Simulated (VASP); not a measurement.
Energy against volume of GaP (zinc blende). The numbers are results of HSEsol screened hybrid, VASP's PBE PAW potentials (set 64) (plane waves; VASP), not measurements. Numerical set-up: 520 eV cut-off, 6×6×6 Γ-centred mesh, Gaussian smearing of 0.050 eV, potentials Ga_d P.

| V (Å³/atom) | E (eV/atom) |
|---|---|
| 18.986 | -5.65994 |
| 19.612 | -5.67167 |
| 20.238 | -5.67099 |
| 20.864 | -5.65956 |

**Question.** Fit these four points and predict the energy of the run at 21.490 Å³/atom.

**Answer.** A cubic in V^(−2/3), the third-order Birch-Murnaghan form, passes through the four points with V0 = 19.88 Å³/atom and B0 = 95 GPa, and gives -5.6388 eV/atom there. The run gave -5.6395 eV/atom, -0.7 meV/atom from the fit; all five points give B0 = 95 GPa.

The compound is GaP in the zinc blende structure. It was relaxed first. The cell's shape comes from a PBE relaxation.
